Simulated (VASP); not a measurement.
Output of a VASP run:

OSZICAR:
```
       N       E                     dE             d eps       ncg     rms          rms(c)
DAV:   1     0.454115486109E+02    0.45412E+02   -0.86146E+03   864   0.130E+03
DAV:   2    -0.355765256516E+02   -0.80988E+02   -0.74844E+02  1268   0.266E+02
DAV:   3    -0.379082382088E+02   -0.23317E+01   -0.23185E+01  1148   0.446E+01
DAV:   4    -0.379204606834E+02   -0.12222E-01   -0.12218E-01  1064   0.339E+00
DAV:   5    -0.379205852075E+02   -0.12452E-03   -0.12451E-03  1120   0.331E-01    0.930E+00
DAV:   6    -0.362870316210E+02    0.16336E+01   -0.41715E+00  1096   0.168E+01    0.463E+00
DAV:   7    -0.361377317477E+02    0.14930E+00   -0.21690E-01  1012   0.445E+00    0.270E+00
DAV:   8    -0.361055584201E+02    0.32173E-01   -0.62644E-02   988   0.230E+00    0.216E-01
DAV:   9    -0.361048354680E+02    0.72295E-03   -0.20782E-03  1108   0.465E-01    0.107E-01
DAV:  10    -0.361050517661E+02   -0.21630E-03   -0.33026E-04  1000   0.178E-01    0.240E-02
DAV:  11    -0.361050596329E+02   -0.78667E-05   -0.48842E-05  1124   0.626E-02    0.121E-02
DAV:  12    -0.361050606715E+02   -0.10386E-05   -0.70020E-06  1064   0.261E-02    0.169E-03
DAV:  13    -0.361050607817E+02   -0.11019E-06   -0.15507E-07   620   0.451E-03
   1 F= -.36105061E+02 E0= -.36105061E+02  d E =-.361051E+02
```

OUTCAR:
```
------------------------ aborting loop because EDIFF is reached ----------------------------------------
  FORCE on cell =-STRESS in cart. coord.  units (eV):
  Direction    XX          YY          ZZ          XY          YZ          ZX
  --------------------------------------------------------------------------------------
  Total       -0.0079601     -0.0079601     -0.0006515      0.0000000      0.0000000     -0.0000000
  in kB       -0.5426077     -0.5426078     -0.0444113      0.0000000      0.0000000     -0.0000000
  external PRESSURE =      -0.3765422 kB  Pullay stress =       0.0000000 kB
  volume of cell :       23.50
      direct lattice vectors                 reciprocal lattice vectors
     1.270654233 -2.200837909  0.000000000     0.393498079 -0.227186199  0.000000000
     1.270654233  2.200837909  0.000000000     0.393498079  0.227186199  0.000000000
     0.000000000  0.000000000  4.202389634     0.000000000  0.000000000  0.237959848
  FREE ENERGIE OF THE ION-ELECTRON SYSTEM (eV)
  ---------------------------------------------------
  free  energy   TOTEN  =       -36.1050607817 eV

  energy  without entropy=      -36.1050607817  energy(sigma->0) =      -36.10506078

 reached required accuracy - stopping structural energy minimisation
```
(Selected blocks of OUTCAR.)

**POSCAR**
```
BN
1
    1.2706542333    -2.2008379090     0.0000000000
    1.2706542333     2.2008379090     0.0000000000
    0.0000000000     0.0000000000     4.2023896342
B N
2 2
Direct
  0.6666670000   0.3333330000   0.5002391551
  0.3333330000   0.6666670000   0.0002391551
  0.6666670000   0.3333330000   0.8747608449
  0.3333330000   0.6666670000   0.3747608449
```

**Question.** Write an INCAR and KPOINTS that could have produced this output.

**Answer.** Several could match; the one computed here: the input of the run itself, AM05 GGA, plane waves, VASP's PBE PAW potentials (set 64).

KPOINTS:
```
kpoints
0
gamma
  9 9 5
0 0 0
```

INCAR:
```
SYSTEM = BN
PREC = Accurate
ENCUT = 520
EDIFF = 1E-6
NELM = 100
ALGO = Normal
LREAL = .FALSE.
LASPH = .TRUE.
ISMEAR = 0
SIGMA = 0.05
GGA = AM
LWAVE = .FALSE.
LCHARG = .FALSE.
IBRION = 2
ISIF = 3
NSW = 60
EDIFFG = -0.02
```

POTCAR, in this order: B N (PBE.64 set). Program: vasp_std.

The compound is BN in the wurtzite structure, a metastable high-pressure form. It was relaxed first. The start is the result of an earlier pass.
